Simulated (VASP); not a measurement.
OSZICAR of a VASP run on GaAs (zinc blende):

OSZICAR:
```
       N       E                     dE             d eps       ncg     rms          rms(c)
DAV:   1     0.821792954389E+02    0.82179E+02   -0.93466E+03   754   0.192E+03
DAV:   2    -0.251796091077E+01   -0.84697E+02   -0.81355E+02   789   0.335E+02
DAV:   3    -0.917344715624E+01   -0.66555E+01   -0.66197E+01   974   0.771E+01
DAV:   4    -0.928424990923E+01   -0.11080E+00   -0.11077E+00   854   0.111E+01
DAV:   5    -0.928625280349E+01   -0.20029E-02   -0.20028E-02   949   0.123E+00    0.303E+00
DAV:   6    -0.911456669248E+01    0.17169E+00   -0.27827E-01  1177   0.117E+01    0.180E+00
DAV:   7    -0.907969601352E+01    0.34871E-01   -0.74248E-02  1104   0.262E+00    0.540E-01
DAV:   8    -0.907782228560E+01    0.18737E-02   -0.10158E-02   899   0.143E+00    0.110E-01
DAV:   9    -0.907798125967E+01   -0.15897E-03   -0.80129E-04   928   0.391E-01    0.439E-02
DAV:  10    -0.907800737098E+01   -0.26111E-04   -0.58599E-05  1056   0.909E-02    0.234E-02
DAV:  11    -0.907802692838E+01   -0.19557E-04   -0.24715E-05   859   0.583E-02    0.227E-03
DAV:  12    -0.907802696855E+01   -0.40167E-07   -0.93848E-07   915   0.172E-02
   1 F= -.90780270E+01 E0= -.90780270E+01  d E =-.168017E-10
```

Task: Which electronic solver shows in the log?

Result: It is blocked Davidson (ALGO = Normal, or the opening steps of other solvers). The INCAR had ALGO = Normal.

Task: Can the final energy be trusted as converged?

Result: The calculation finished and met its thresholds. It stopped with EDIFF = 1E-7, NELM = 100 (PBEsol GGA, plane waves, VASP's PBE PAW potentials (set 64)).

The compound is GaAs in the zinc blende structure. This cell is one point of a volume scan, at 0.97 of the reference volume.
